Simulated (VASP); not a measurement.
The system is SnO.

```xyz
4
Lattice="3.7986 0.0000 0.0000 0.0000 3.7986 0.0000 0.0000 0.0000 4.8408" Properties=species:S:1:pos:R:3 pbc="T T T"
Sn    1.8993    0.0000    1.1468
Sn    0.0000    1.8993    3.6940
O     0.0000    0.0000    0.0000
O     1.8993    1.8993    0.0000
```

- Program: VASP 6.6.1
- Task: relaxation of cell and atoms
- Functional: PBE
- Potentials or basis: VASP PAW PBE potentials, release 64 (Sn_d, O)
- Cutoff: 600 eV
- k mesh: 8 × 8 × 6
- Occupations: gaussian, width 0.03 eV
- Spin: no spin polarisation

At the start: pressure 5.0 GPa; volume 17.46 Å³/atom.

Problem. Where does the relaxation end?

Solution. Over 16 steps the energy falls by 15.0 meV/atom and the volume is 18.82 Å³/atom (+7.8 %); space group P4/nmm (No. 129, to 0.05 Å).

Step by step:
```tsv
step	energy change (eV)	largest force (eV/Å)	pressure (GPa)	volume (Å³)
1	0.0000	0.5839	5.01	69.85
2	-0.0050	0.8867	-3.51	75.51
3	-0.0505	0.2115	0.27	72.65
4	-0.0505	0.1963	0.36	72.60
5	-0.0540	0.1134	0.26	73.04
6	-0.0556	0.0157	0.14	73.59
7	-0.0567	0.0343	-0.02	73.89
8	-0.0577	0.0563	-0.18	74.25
9	-0.0586	0.1006	-0.46	74.97
10	-0.0592	0.0736	-0.32	75.00
11	-0.0598	0.0241	-0.05	75.04
12	-0.0595	0.0767	0.44	75.14
13	-0.0600	0.0126	0.08	75.08
14	-0.0600	0.0095	0.11	75.08
15	-0.0600	0.0082	0.08	75.13
16	-0.0601	0.0013	0.03	75.29
```

Final structure:
```
Sn O
1.0
     3.86722    0.00000    0.00000
     0.00000    3.86722    0.00000
     0.00000    0.00000    5.03437
Sn O
2 2
Direct
  0.50000 0.00000 0.23095
  0.00000 0.50000 0.76905
  0.00000 0.00000 0.00000
  0.50000 0.50000 0.00000
```
